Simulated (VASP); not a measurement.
Calculation: PBEsol GGA, VASP's PBE PAW potentials (set 64) (plane waves; VASP). Each cell was relaxed at this level.

Without a dispersion term in the relaxation, distances and binding between the weakly bound layers, chains or molecules are unreliable, and so is what depends on them.

Q: Which of these has an unstable (imaginary) mode at Γ?
A. WO3, Pm-3m (221)
B. SiSe2, Ibam (72)
C. Tl, P6_3/mmc (194)
D. TiCo, Pm-3m (221)

A: A, WO3, Pm-3m (221). Its optical Γ-point modes are 250i (×3), 230 (×3), 583 (×3) cm⁻¹.
